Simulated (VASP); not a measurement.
Input:

```yaml
crystal:
  lattice:
    - [4.47122, 0.00000, 0.00000]
    - [-2.23561, 3.87219, 0.00000]
    - [0.00000, 0.00000, 2.54945]
  atoms:
    - { symbol: Co, position: [0.00000, 0.00000, 0.00000], spin: 1.4 }
    - { symbol: Ge, position: [0.33333, 0.66667, 0.50000] }
    - { symbol: Ge, position: [0.66667, 0.33333, 0.50000] }
```

These are PBEsol GGA, VASP's PBE PAW potentials (set 64) (plane waves; VASP) values and carry that method's errors. Numerical set-up: 400 eV cut-off, 9×9×13 Γ-centred mesh, tetrahedra with Blöchl corrections, potentials Co Ge_d.

Q: Estimate the cell moment, energy per atom (σ→0), band gap (on the k-mesh) with the smallest direct gap where there is one.

A: 
The band gap (on the k-mesh) is none (metal, semimetal or under 0.01 eV) and the cell moment comes out as 1.56 μB. The energy per atom (σ→0) comes out as -5.416 eV/atom.

Q: Give the moment on each site (PAW-sphere projection).

A: 
| site | moment (μB) |
|---|---|
| Co1 | 1.45 |
| Ge2 | 0.05 |
| Ge3 | 0.05 |

The structure was generated: CoGe2 was put into the AlB2 type (P6/mmm), which need not be its known phase. It was relaxed first, which changed the volume by -48 %.
